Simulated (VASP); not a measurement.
Method: PBE GGA, VASP's PBE PAW potentials (set 64) (plane waves; VASP 6.6.1).

VASP ran on this input.

**KPOINTS**
```
Automatic mesh
0
Gamma
7 7 7
0 0 0
```

### INCAR
```
! general
SYSTEM  = CuI
PREC    = Accurate
ENCUT   = 400
LREAL   = .False.
LASPH   = .True.
NBANDS  = 17

! electronic loop
EDIFF   = 1E-6
NELM    = 100
ALGO    = Normal
LMAXMIX = 4

! smearing
ISMEAR  = 0
SIGMA   = 0.05

! functional
GGA     = PE

! ions
ISIF    = 2

! output
LWAVE   = .False.
LCHARG  = .False.
```

### POSCAR
```
CuI
1
    0.0000000000     3.0250000000     3.0250000000
    3.0250000000     0.0000000000     3.0250000000
    3.0250000000     3.0250000000     0.0000000000
Cu I
1 1
Direct
  0.0000000000   0.0000000000   0.0000000000
  0.2500000000   0.2500000000   0.2500000000
```

POTCAR, in this order: Cu I (PBE.64 set). Program: vasp_std.

Output of the run:

### OSZICAR
```
       N       E                     dE             d eps       ncg     rms          rms(c)
DAV:   1     0.918583037491E+02    0.91858E+02   -0.65949E+03   688   0.922E+02
DAV:   2     0.115277322286E+00   -0.91743E+02   -0.83380E+02   700   0.194E+02
DAV:   3    -0.562337055701E+01   -0.57386E+01   -0.56733E+01   952   0.573E+01
DAV:   4    -0.577672644836E+01   -0.15336E+00   -0.15327E+00   959   0.814E+00
DAV:   5    -0.578082296928E+01   -0.40965E-02   -0.40963E-02   988   0.134E+00    0.529E+00
DAV:   6    -0.570546559514E+01    0.75357E-01   -0.25101E+00   715   0.409E+01    0.342E+00
DAV:   7    -0.556108245516E+01    0.14438E+00   -0.61070E-01   732   0.246E+01    0.172E+00
DAV:   8    -0.556239774662E+01   -0.13153E-02   -0.31944E-02  1055   0.232E+00    0.421E-01
DAV:   9    -0.556027802621E+01    0.21197E-02   -0.74442E-03   811   0.243E+00    0.139E-01
DAV:  10    -0.556045400509E+01   -0.17598E-03   -0.55205E-04   799   0.134E-01    0.383E-02
DAV:  11    -0.556045443734E+01   -0.43225E-06   -0.17729E-04   870   0.356E-01    0.305E-02
DAV:  12    -0.556045291619E+01    0.15212E-05   -0.11741E-05  1079   0.611E-02    0.218E-02
DAV:  13    -0.556045220268E+01    0.71351E-06   -0.40782E-06   789   0.534E-02
   1 F= -.55604522E+01 E0= -.55604522E+01  d E =-.562867E-13
```

**OUTCAR**
```
------------------------ aborting loop because EDIFF is reached ----------------------------------------
  FORCE on cell =-STRESS in cart. coord.  units (eV):
  Direction    XX          YY          ZZ          XY          YZ          ZX
  --------------------------------------------------------------------------------------
  Total        0.2050167      0.2050167      0.2050167      0.0000000      0.0000000     -0.0000000
  in kB        5.9332644      5.9332644      5.9332644      0.0000000      0.0000000     -0.0000000
  external PRESSURE =       5.9332644 kB  Pullay stress =       0.0000000 kB
  volume of cell :       55.36
      direct lattice vectors                 reciprocal lattice vectors
     0.000000000  3.025000000  3.025000000    -0.165289256  0.165289256  0.165289256
     3.025000000  0.000000000  3.025000000     0.165289256 -0.165289256  0.165289256
     3.025000000  3.025000000  0.000000000     0.165289256  0.165289256 -0.165289256
  FREE ENERGIE OF THE ION-ELECTRON SYSTEM (eV)
  ---------------------------------------------------
  free  energy   TOTEN  =        -5.5604522027 eV

  energy  without entropy=       -5.5604522027  energy(sigma->0) =       -5.56045220
```
(Selected blocks of OUTCAR.)

The compound is CuI in the zinc blende structure. The cell was not relaxed at this level. The run is one of a series of settings (NBANDS = 17 against the base run), some of them coarse on purpose.
